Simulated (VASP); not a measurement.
A convergence study with VASP on CuI (zinc blende): a few settings are varied, all else stays as given below, so the limit is that of these other settings. The cell's lengths are 1 % over those of the tabulated start and one atom is moved, so it is off equilibrium.

```
CELL_PARAMETERS angstrom
      0.00000     3.05525     3.05525
      3.05525     0.00000     3.05525
      3.05525     3.05525     0.00000
ATOMIC_POSITIONS crystal
  Cu 0.00000 0.00000 0.00000
  I  0.24008 0.25992 0.25992
```

These are PBE GGA, VASP's PBE PAW potentials (set 64) (plane waves; VASP) values and carry that method's errors. The last row used: 900 eV cut-off, 6×6×6 Γ-centred mesh, Gaussian smearing of 0.050 eV, potentials Cu_pv I.

Unless said otherwise, spin-orbit coupling is left out, though it shifts the bands of the heavy elements here. Gaps are read on the run's mesh, which can miss a band edge. Energies of different potentials or hybrids have different zeros.

```csv
setting,E (eV/atom),pressure (GPa),gap on the mesh (eV),plane waves
"ENCUT = 520, POTCAR Cu I",-2.7777,-0.47,1.068,1572
"ENCUT = 700, POTCAR Cu I",-2.7776,-0.46,1.069,2424
"ENCUT = 900, POTCAR Cu I",-2.7776,-0.45,1.069,3515
"ENCUT = 300, POTCAR Cu_pv I",…,…,…,692
"ENCUT = 400, POTCAR Cu_pv I",-2.7775,-0.95,1.037,1056
"ENCUT = 520, POTCAR Cu_pv I",-2.7764,-1.05,1.046,1572
"ENCUT = 700, POTCAR Cu_pv I",…,-0.54,1.050,2424
"ENCUT = 900, POTCAR Cu_pv I",-2.7771,-0.54,1.050,3515
```

### Question
What belongs in the gaps?

### Answer

- ENCUT = 700, POTCAR Cu_pv I, E (eV/atom): -2.7772
- ENCUT = 300, POTCAR Cu_pv I, E (eV/atom): -2.6102
- ENCUT = 300, POTCAR Cu_pv I, pressure (GPa): -29.14
- ENCUT = 300, POTCAR Cu_pv I, gap on the mesh (eV): 1.140

Left out are rungs that failed or repeat a setting and relaxations that didn't move; long series are thinned to 24 rows.

The compound is CuI in the zinc blende structure. The cell was not relaxed at this level, it is distorted from the ideal structure.
